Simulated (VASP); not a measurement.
# The low-index faces of Be, part 3 of 3

Aim: compare the low-index faces of Be at one level of theory.

VASP 6.6.1; PBEsol; plane waves and PAW (Be).

So far. Step 4 (Relaxing the slab, 8 atoms, face Be(0001)): The run ended after 9 ionic steps, 0.011 eV below its first step, once the forces on the free atoms met EDIFFG = -0.03. Step 5 (Vacuum level and density of states, 8 atoms, face …): The vacuum level lies 5.46 eV above the Fermi level at the upper face; both faces agree, as the slab has next to no dipole.

**6. Relaxing the slab, 12 atoms, face Be(10-10)**

System of this step: Be(10-10). The cell holds 12 atoms: 12 Be. Cell: a = 2.257 Å, b = 3.561 Å, c = 25.423 Å, α = 90.0°, β = 90.0°, γ = 90.0°. It derives from Be. 12 layers of hcp Be, cut at this functional's lattice. Vacuum lies along c.

INCAR

```
SYSTEM = Be
PREC = Normal
ENCUT = 320
EDIFF = 1E-05
NELM = 120
ISMEAR = 1
SIGMA = 0.15
LREAL = .FALSE.
ALGO = Fast
GGA = PS
NBANDS = 24
LORBIT = 11
LWAVE = .FALSE.
LCHARG = .FALSE.
KPAR = 4
IBRION = 2
NSW = 40
ISIF = 2
EDIFFG = -0.03
POTIM = 0.4
MAXMIX = 40
```

POSCAR

```
Be
1.0
    2.2565634702      0.0000000000      0.0000000000
    0.0000000000      3.5612261567      0.0000000000
    0.0000000000      0.0000000000     25.4226202157
Be
12
Direct
    0.0000000000      0.0000000000      0.2950128600
    0.5000000000      0.0000000000      0.3718830400
    0.5000000000      0.5000000000      0.3206362600
    0.0000000000      0.0000000000      0.4487532200
    0.0000000000      0.5000000000      0.3975064300
    0.5000000000      0.0000000000      0.5256233900
    0.5000000000      0.5000000000      0.4743766100
    0.0000000000      0.0000000000      0.6024935700
    0.0000000000      0.5000000000      0.5512467800
    0.5000000000      0.0000000000      0.6793637400
    0.5000000000      0.5000000000      0.6281169600
    0.0000000000      0.5000000000      0.7049871400
```

KPOINTS

```
Automatic mesh
0
Gamma
13 9 1
0 0 0
```

PAW data sets: Be (PBE family, release 64).

The run is started by

```console
$ mpirun -np 4 vasp_std
```

The log of the run:

```text
[banner, memory and clock lines left out]
running    4 mpi-ranks, on    1 nodes
 distrk:  each k-point on    1 cores,    4 groups
 distr:  one band on    1 cores,    1 groups

 POSCAR found type information on POSCAR Be
 POSCAR found :  1 types and      12 ions
 [... a notice as in an earlier step ...]

 LDA part: xc-table for (Slater+PW92), standard interpolation
 POSCAR, INCAR and KPOINTS ok, starting setup
 FFT: planning ... GRIDC
 FFT: planning ... GRID_SOFT
 FFT: planning ... GRID
 WAVECAR not read
 entering main loop
       N       E                     dE             d eps       ncg     rms          rms(c)
DAV:   1     0.358285435919E+02    0.35829E+02   -0.67831E+03  1680   0.529E+02
DAV:   2    -0.442495719658E+02   -0.80078E+02   -0.75637E+02  2408   0.129E+02
DAV:   3    -0.478301438301E+02   -0.35806E+01   -0.35328E+01  2264   0.250E+01
DAV:   4    -0.479061158021E+02   -0.75972E-01   -0.75918E-01  2432   0.395E+00
DAV:   5    -0.479079616090E+02   -0.18458E-02   -0.18457E-02  2512   0.510E-01    0.413E+00
RMM:   6    -0.462650524062E+02    0.16429E+01   -0.13369E+00  1736   0.298E+00    0.237E+00
RMM:   7    -0.459716615534E+02    0.29339E+00   -0.21949E-01  1739   0.144E+00    0.143E+00
RMM:   8    -0.458063267187E+02    0.16533E+00   -0.21467E-01  1726   0.135E+00    0.593E-01
RMM:   9    -0.457869758386E+02    0.19351E-01   -0.28735E-02  1741   0.620E-01    0.194E-01
RMM:  10    -0.457804232600E+02    0.65526E-02   -0.11433E-02  1736   0.348E-01    0.142E-01
RMM:  11    -0.457817671866E+02   -0.13439E-02   -0.33705E-03  1755   0.188E-01    0.489E-02
RMM:  12    -0.457824106879E+02   -0.64350E-03   -0.21871E-03  1683   0.127E-01    0.301E-02
RMM:  13    -0.457834928147E+02   -0.10821E-02   -0.63666E-04  1645   0.758E-02    0.150E-02
RMM:  14    -0.457836617696E+02   -0.16895E-03   -0.17843E-04  1521   0.377E-02    0.974E-03
RMM:  15    -0.457838331642E+02   -0.17139E-03   -0.13785E-04  1495   0.282E-02    0.542E-03
RMM:  16    -0.457840651378E+02   -0.23197E-03   -0.35708E-05  1344   0.156E-02    0.303E-03
RMM:  17    -0.457841812413E+02   -0.11610E-03   -0.14478E-05  1221   0.838E-03    0.215E-03
RMM:  18    -0.457842676184E+02   -0.86377E-04   -0.12404E-05  1194   0.718E-03    0.785E-04
RMM:  19    -0.457842742178E+02   -0.65994E-05   -0.18843E-06   921   0.332E-03
   1 F= -.45784274E+02 E0= -.45784349E+02  d E =-.457843E+02
 curvature:   0.00 expect dE= 0.000E+00 dE for cont linesearch  0.000E+00
 trial: gam= 0.00000 g(F)=  0.278E-01 g(S)=  0.000E+00 ort = 0.000E+00 (trialstep = 0.100E+01)
 search vector abs. value=  0.278E-01
 bond charge predicted
       N       E                     dE             d eps       ncg     rms          rms(c)
DAV:   1    -0.458091830492E+02   -0.24915E-01   -0.16268E-01  2176   0.181E+00    0.791E-02
RMM:   2    -0.458087061229E+02    0.47693E-03   -0.35695E-03  1727   0.260E-01    0.391E-02
RMM:   3    -0.458090294980E+02   -0.32338E-03   -0.59004E-04  1742   0.100E-01    0.108E-02
RMM:   4    -0.458090388422E+02   -0.93442E-05   -0.10926E-04  1646   0.416E-02    0.328E-03
RMM:   5    -0.458090423415E+02   -0.34992E-05   -0.24530E-05  1373   0.189E-02
   2 F= -.45809042E+02 E0= -.45809143E+02  d E =-.247681E-01
[... from here on, the cycles between the ionic steps are left out ...]
   3 F= -.45848132E+02 E0= -.45848152E+02  d E =-.638583E-01
   4 F= -.45849959E+02 E0= -.45849896E+02  d E =-.656848E-01
   5 F= -.45854826E+02 E0= -.45854542E+02  d E =-.486659E-02
   6 F= -.45856001E+02 E0= -.45855560E+02  d E =-.604210E-02
   7 F= -.45856026E+02 E0= -.45855560E+02  d E =-.606716E-02
   8 F= -.45857260E+02 E0= -.45856724E+02  d E =-.123413E-02
   9 F= -.45859805E+02 E0= -.45859036E+02  d E =-.377836E-02
  10 F= -.45859696E+02 E0= -.45858436E+02  d E =-.367001E-02
  11 F= -.45860621E+02 E0= -.45859616E+02  d E =-.459475E-02
  12 F= -.45861855E+02 E0= -.45860803E+02  d E =-.123432E-02
 ZBRENT: can't locate minimum, use default step
 trial-energy change:   -0.001234  1 .order   -0.001246   -0.001424   -0.001069
 step:   7.0123(harm=  7.0250)  dis= 0.02232  next Energy=   -45.863474 (dE=-0.285E-02)
 bond charge predicted
       N       E                     dE             d eps       ncg     rms          rms(c)
DAV:   1    -0.458643203568E+02   -0.24717E-02   -0.36196E-01  1680   0.274E+00    0.127E-01
RMM:   2    -0.458632337932E+02    0.10866E-02   -0.78154E-03  1726   0.445E-01    0.225E-02
RMM:   3    -0.458632875758E+02   -0.53783E-04   -0.55921E-04  1758   0.118E-01    0.117E-02
RMM:   4    -0.458632993581E+02   -0.11782E-04   -0.12879E-04  1692   0.496E-02    0.661E-03
RMM:   5    -0.458632986846E+02    0.67348E-06   -0.19372E-05  1351   0.205E-02
  13 F= -.45863299E+02 E0= -.45862055E+02  d E =-.267777E-02
 curvature:  -8.85 expect dE=-0.607E-03 dE for cont linesearch -0.852E-05
 trial: gam= 0.14277 g(F)=  0.686E-04 g(S)=  0.000E+00 ort =-0.444E-04 (trialstep = 0.280E+01)
 search vector abs. value=  0.977E-04
 reached required accuracy - stopping structural energy minimisation
```

Wall time 30 s (4 MPI ranks of AMD EPYC 9R45, shared host); peak memory 0.66 GiB.

From OUTCAR (step 6):

```text
   k-points           NKPTS =     35   k-points in BZ     NKDIM =     35   number of bands    NBANDS=     24

   ENCUT  =  320.0 eV  23.52 Ry    4.85 a.u.   3.29  5.19 37.08*2*pi/ulx,y,z

   NELECT =      24.0000    total number of electrons

 E-fermi :   0.6883

 k-point     1 :       0.0000    0.0000    0.0000
  band No.  band energies     occupation
    ...
      8      -2.7713      2.00000
      9      -2.7347      2.00000
     10      -1.5768      2.00000
     11      -0.1667      2.00000
     12      -0.0455      2.00000
     13       1.5693     -0.00000
     14       1.7321     -0.00000
     15       2.0058     -0.00000
     16       2.2336     -0.00000
     17       2.3126     -0.00000
    ...

  Total        1.0298490     -1.3602455      0.0002026      0.0000000      0.0000000      0.0000000
  in kB        8.0763792    -10.6674459      0.0015887      0.0000000      0.0000000      0.0000000
  external PRESSURE =      -0.8631593 kB  Pullay stress =       0.0000000 kB

 POSITION                                       TOTAL-FORCE (eV/Angst)
 -----------------------------------------------------------------------------------
      0.00000      0.00000      7.64622         0.000000      0.000000     -0.008021
      1.12828      0.00000      9.53251         0.000000      0.000000     -0.004268
      1.12828      1.78061      8.14222         0.000000      0.000000      0.010380
      0.00000      0.00000     11.45028         0.000000      0.000000      0.008242
      0.00000      1.78061     10.08700         0.000000      0.000000     -0.007576
      1.12828      0.00000     13.38610         0.000000      0.000000     -0.023942
      1.12828      1.78061     12.03652         0.000000      0.000000      0.023942
      0.00000      0.00000     15.33562         0.000000      0.000000      0.007576
      0.00000      1.78061     13.97234         0.000000      0.000000     -0.008242
      1.12828      0.00000     17.28040         0.000000      0.000000     -0.010380
      1.12828      1.78061     15.89011         0.000000      0.000000      0.004268
      0.00000      1.78061     17.77640         0.000000      0.000000      0.008021
 -----------------------------------------------------------------------------------
    total drift:                                0.000000     -0.000000      0.000000

  FREE ENERGIE OF THE ION-ELECTRON SYSTEM (eV)
  ---------------------------------------------------
  free  energy   TOTEN  =       -45.8632986846 eV

  energy  without entropy=      -45.8595672168  energy(sigma->0) =      -45.86205486

[... 1 part as in an earlier step ...]

[... 15 further parts left out ...]
```

The run keeps the 8 symmetry operations of its start, so it cannot find a distortion of lower symmetry.

Step by step:

```csv
step,energy less that of the first step (eV),largest force (eV/Å)
1,0.0000,0.4021
2,-0.0248,0.3305
3,-0.0639,0.1278
4,-0.0657,0.1411
5,-0.0706,0.0671
6,-0.0717,0.0578
7,-0.0718,0.0577
8,-0.0730,0.0504
9,-0.0755,0.0432
10,-0.0754,0.0895
11,-0.0763,0.0650
12,-0.0776,0.0515
13,-0.0790,0.0239
```

The atoms that moved most (Å):

```csv
atom,dx,dy,dz,length
Be1,0.000,0.000,0.146,0.146
Be12,0.000,0.000,-0.146,0.146
Be2,0.000,0.000,0.078,0.078
Be11,0.000,0.000,-0.078,0.078
Be9,0.000,0.000,-0.042,0.042
Be4,0.000,0.000,0.042,0.042
Be7,0.000,0.000,-0.023,0.023
Be6,0.000,0.000,0.023,0.023
```

Final coordinates:

```xyz
12
Lattice="2.2566 0.0000 0.0000 0.0000 3.5612 0.0000 0.0000 0.0000 25.4226" Properties=species:S:1:pos:R:3
Be    0.0000    0.0000    7.6462
Be    1.1283    0.0000    9.5325
Be    1.1283    1.7806    8.1422
Be    0.0000    0.0000   11.4503
Be    0.0000    1.7806   10.0870
Be    1.1283    0.0000   13.3861
Be    1.1283    1.7806   12.0365
Be    0.0000    0.0000   15.3356
Be    0.0000    1.7806   13.9723
Be    1.1283    0.0000   17.2804
Be    1.1283    1.7806   15.8901
Be    0.0000    1.7806   17.7764
```

This step gave:

```yaml
electronic_cycles: 68
electrons: 24
free_energy_toten: -45.86 eV
energy_at_zero_smearing: -45.86 eV
fermi_energy: 0.6883 eV
```

The run ended after 13 ionic steps, 0.079 eV below its first step, once the forces on the free atoms met EDIFFG = -0.03.

**7. Vacuum level and density of states, 12 atoms, face Be(10-10)**

INCAR

```
SYSTEM = Be
PREC = Normal
ENCUT = 320
EDIFF = 1E-06
NELM = 120
ISMEAR = 1
SIGMA = 0.15
LREAL = .FALSE.
ALGO = Fast
GGA = PS
NBANDS = 24
LORBIT = 11
LWAVE = .FALSE.
LCHARG = .TRUE.
KPAR = 4
IDIPOL = 3
LDIPOL = .TRUE.
DIPOL = 0.5 0.5 0.5
LVHAR = .TRUE.
LVACPOTAV = .TRUE.
NEDOS = 1500
```

POSCAR

```
Be
1.0
    2.2565634702      0.0000000000      0.0000000000
    0.0000000000      3.5612261567      0.0000000000
    0.0000000000      0.0000000000     25.4226202157
Be
12
Direct
    0.0000000000      0.0000000000      0.3007644602
    0.5000000000      0.0000000000      0.3749616394
    0.5000000000      0.5000000000      0.3202745344
    0.0000000000      0.0000000000      0.4503973287
    0.0000000000      0.5000000000      0.3967727167
    0.5000000000      0.0000000000      0.5265427352
    0.5000000000      0.5000000000      0.4734572648
    0.0000000000      0.0000000000      0.6032272833
    0.0000000000      0.5000000000      0.5496026713
    0.5000000000      0.0000000000      0.6797254656
    0.5000000000      0.5000000000      0.6250383606
    0.0000000000      0.5000000000      0.6992355398
```

KPOINTS is that of step 6.

The run is started by

```console
$ mpirun -np 4 vasp_std
```

The log of the run:

```text
[... set-up lines as in an earlier step ...]
 entering main loop
       N       E                     dE             d eps       ncg     rms          rms(c)
DAV:   1     0.370983038582E+02    0.37098E+02   -0.68120E+03  1680   0.529E+02
DAV:   2    -0.441675011619E+02   -0.81266E+02   -0.76874E+02  2392   0.130E+02
DAV:   3    -0.477458198932E+02   -0.35783E+01   -0.35308E+01  2280   0.251E+01
DAV:   4    -0.478209831216E+02   -0.75163E-01   -0.75116E-01  2472   0.393E+00
DAV:   5    -0.478227197232E+02   -0.17366E-02   -0.17365E-02  2552   0.486E-01    0.409E+00
RMM:   6    -0.463244544042E+02    0.14983E+01   -0.10700E+00  2036   0.275E+00    0.238E+00
RMM:   7    -0.460281262042E+02    0.29633E+00   -0.25846E-01  2018   0.145E+00    0.132E+00
RMM:   8    -0.458804769800E+02    0.14765E+00   -0.15266E-01  2189   0.122E+00    0.541E-01
RMM:   9    -0.458681609563E+02    0.12316E-01   -0.28058E-02  2111   0.587E-01    0.187E-01
RMM:  10    -0.458600639917E+02    0.80970E-02   -0.10221E-02  2223   0.323E-01    0.183E-01
RMM:  11    -0.458608049510E+02   -0.74096E-03   -0.35115E-03  2120   0.197E-01    0.578E-02
RMM:  12    -0.458612546817E+02   -0.44973E-03   -0.24744E-03  2134   0.137E-01    0.350E-02
RMM:  13    -0.458623627786E+02   -0.11081E-02   -0.61342E-04  2173   0.741E-02    0.158E-02
RMM:  14    -0.458626469725E+02   -0.28419E-03   -0.21784E-04  2136   0.411E-02    0.126E-02
RMM:  15    -0.458628121107E+02   -0.16514E-03   -0.14148E-04  2162   0.293E-02    0.742E-03
RMM:  16    -0.458629972442E+02   -0.18513E-03   -0.31217E-05  2055   0.150E-02    0.362E-03
RMM:  17    -0.458631906110E+02   -0.19337E-03   -0.20352E-05  1932   0.978E-03    0.230E-03
RMM:  18    -0.458632738408E+02   -0.83230E-04   -0.10642E-05  1895   0.674E-03    0.122E-03
RMM:  19    -0.458632911393E+02   -0.17298E-04   -0.23414E-06  1710   0.312E-03    0.410E-04
RMM:  20    -0.458632972246E+02   -0.60853E-05   -0.52440E-07  1484   0.173E-03    0.177E-04
RMM:  21    -0.458632994738E+02   -0.22492E-05   -0.24900E-07  1336   0.125E-03    0.495E-05
RMM:  22    -0.458632996697E+02   -0.19594E-06   -0.41349E-08   987   0.828E-04
 [... a notice as in an earlier step ...]

   1 F= -.45863300E+02 E0= -.45862058E+02  d E =-.372423E-02
```

It took 9.4 s on 4 MPI ranks; peak memory 0.63 GiB.

OUTCAR, selected parts (step 7):

```text
   NELECT =      24.0000    total number of electrons

 dipolmoment           0.000000      0.000000      0.000000 electrons x Angstroem

 E-fermi :   0.6881

 k-point     1 :       0.0000    0.0000    0.0000
  band No.  band energies     occupation
    ...
      8      -2.7717      2.00000
      9      -2.7346      2.00000
     10      -1.5767      2.00000
     11      -0.1666      2.00000
     12      -0.0457      2.00000
     13       1.5694     -0.00000
     14       1.7319     -0.00000
     15       2.0063     -0.00000
     16       2.2337     -0.00000
     17       2.3128     -0.00000
    ...

  Total        1.0276676     -1.3581732     -0.0024370      0.0000000      0.0000000      0.0000000
  in kB        8.0592720    -10.6511949     -0.0191113      0.0000000      0.0000000      0.0000000
  external PRESSURE =      -0.8703447 kB  Pullay stress =       0.0000000 kB

 POSITION                                       TOTAL-FORCE (eV/Angst)
 -----------------------------------------------------------------------------------
      0.00000      0.00000      7.64622         0.000000      0.000000     -0.008762
      1.12828      0.00000      9.53251         0.000000      0.000000     -0.003679
      1.12828      1.78061      8.14222         0.000000      0.000000      0.009329
      0.00000      0.00000     11.45028         0.000000      0.000000      0.007914
      0.00000      1.78061     10.08700         0.000000      0.000000     -0.007410
      1.12828      0.00000     13.38610         0.000000      0.000000     -0.023347
      1.12828      1.78061     12.03652         0.000000      0.000000      0.023347
      0.00000      0.00000     15.33562         0.000000      0.000000      0.007410
      0.00000      1.78061     13.97234         0.000000      0.000000     -0.007914
      1.12828      0.00000     17.28040         0.000000      0.000000     -0.009329
      1.12828      1.78061     15.89011         0.000000      0.000000      0.003679
      0.00000      1.78061     17.77640         0.000000      0.000000      0.008762
 -----------------------------------------------------------------------------------
    total drift:                                0.000000     -0.000000      0.000000

  FREE ENERGIE OF THE ION-ELECTRON SYSTEM (eV)
  ---------------------------------------------------
  free  energy   TOTEN  =       -45.8632996697 eV

  energy  without entropy=      -45.8595754365  energy(sigma->0) =      -45.86205826

 vacuum level on the upper side and lower side of the slab         5.284         5.284

[... 8 parts as in an earlier step ...]

[... 9 further parts left out ...]
```

Numbers from this step:

```
electronic cycles                          : 22
Fermi energy                               : 0.6881 eV
vacuum levels                              : 5.284, 5.284 eV
work functions of the upper and lower face : 4.596, 4.596 eV
```

The planar average of the electrostatic potential oscillates, so the rows of the table below give means over windows of 1.93 Å about each position, cut where the curve ends. Its maxima inside the range that stand out by 2 % of the span (Å: eV): 8.9: -2.51, 10.8: -2.76, 12.7: -2.87, 14.6: -2.76, 16.6: -2.51. Its minima: 7.9: -11.2, 9.8: -11.2, 11.7: -10.9, 13.7: -10.9, 15.7: -11.2, 17.5: -11.2.

Zero at the Fermi level. Table of planar average of the electrostatic potential by height; means over each step:

height (Å), planar average of the electrostatic potential (eV) and a bar from the least value:
```
     0.96        4.6 ##############################
     2.90        4.6 ##############################
     4.83        4.6 ##############################
     6.76        0.0 ##################
     8.69       -6.9 
    10.62       -7.0 
    12.55       -7.0 
    14.48       -7.0 
    16.41       -6.9 
    18.34       -2.6 ###########
    20.27        4.5 ##############################
    22.20        4.6 ##############################
    24.13        4.6 ##############################
```

Density of states in the PAW spheres, an atom over height of the layer and energy from the Fermi level.

Ten even steps from '_' (0.040 states/eV) to '@' (0.261 states/eV), each cell a mean:
```
++__::____________::__++
==..::__..____..__::..==
----....--....--....----
::--::..::....::..::--::
--++::--::::::::--::++--
==**::------------::**==
**##--++--====--++--##**
%%@@****++****++****@@%%
****====--====--====****
%%**++++++****++++++**%%
==--==++++====++++==--==
----++++++++++++++++----
----================----
::--====++++++++====--::
::::----========----::::
::::====--------====::::
::::----------------::::
::::----========----::::
::::----::::::::----::::
__....::::::::::::....__
..::----------------::..
....::::::::::::::::....
```
Columns: height of the layer (Å) from 7.6 to 17.8 (not evenly spaced); rows upwards: energy from the Fermi level (eV) from -7.9 to 0.5.

Valence density in the ca plane at fractional y = 0.000, with atoms of Be within 0.2 Å of it. It is the smooth field of the valence electrons, not physical close to the nuclei.

Ten even steps from '0' (0.00 e/Å³) to '9' (0.32 e/Å³), each cell a mean:
```
34457778999854777789987457778885310000000000
35788878898877888788887778878875310000000000
36999875577788998756777899886565310000000000
36999973367778998624777889874245310000000000
36999874577788998645777899885455310000000000
36899887788888988778887888877775310000000000
34567778999865787789887557778885310000000000
33236778999842677789987336778885310000000000
```
Columns run along c (16.0 Å, from fractional 0.27 to 0.90 of the cell), rows up along a (2.3 Å). Atoms in or near the plane, at fractional coordinates: Be at (0.30, 0.00), Be at (0.37, 0.50), Be at (0.45, 0.00), Be at (0.53, 0.50), Be at (0.60, 0.00), Be at (0.68, 0.50).

The map of layer states is cut here 0.5 eV above the Fermi level, so it leaves out the states above that.

The vacuum level lies 4.60 eV above the Fermi level at the upper face; both faces agree, as the slab has next to no dipole.

The program found no field-free point at its default tolerance, but its printed level agrees with the flat part of the planar average.

On this mesh the fine structure of the density of states is sampling noise, and high empty states may be cut by the number of bands.

**8. The faces side by side**

This step: surfaces of a metal, PBEsol; plane waves and PAW (VASP 6.6.1).

Derived from the runs above.

Symmetric slabs, all atoms free. All faces:

```csv
face,layers,area a surface atom (Å²),work function (eV),surface energy as cut (J/m²),surface energy relaxed (J/m²),change of the top spacing (%)
Be(0001),8,4.41,5.465,1.972,1.953,3.32
Be(10-10),12,8.036,4.596,2.18,2.101,-23.86
```

Each surface energy is the slab's energy less its number of atoms times the bulk energy of -3.9975 eV, over twice the cell's area.

**9. Results**

```yaml
be_0001: 1.95 J/m², 5.46 eV
be_10_10: 2.10 J/m², 4.60 eV
```

**Reading.** The cheapest face is Be(0001) at 1.95 J/m², against 2.10 for Be(10-10). The work functions are 5.46 eV for Be(0001) and 4.60 eV for Be(10-10). The densest face has the highest work function, as the smoothing of the electron density over an open face lowers the surface dipole. The densest face is also the cheapest, since it cuts the fewest bonds an area. The top spacing changes by +3.3 % on Be(0001) and -23.9 % on Be(10-10). Of the two ends of the prism face, the one with the short outer spacing was run. One thickness was run for each face, and bulk and slab meshes don't match, which leaves some hundredths of a J/m². The cells are 1 × 1 and can't reconstruct.

[Lines on the potential files, build, host, timing and source positions are cut from VASP's logs without a mark.]

[Logs are printed without paths, hosts, clocks, repeated set-up lines and the standing remarks that a program may print on its own settings, such as how far it seeks lower states.]

[Hosts, paths, dates, database ids (printed as entryN), source tags and the programs' standing remarks are cut or masked in the printed files.]

[Runs that stopped without an error message from VASP are left out.]
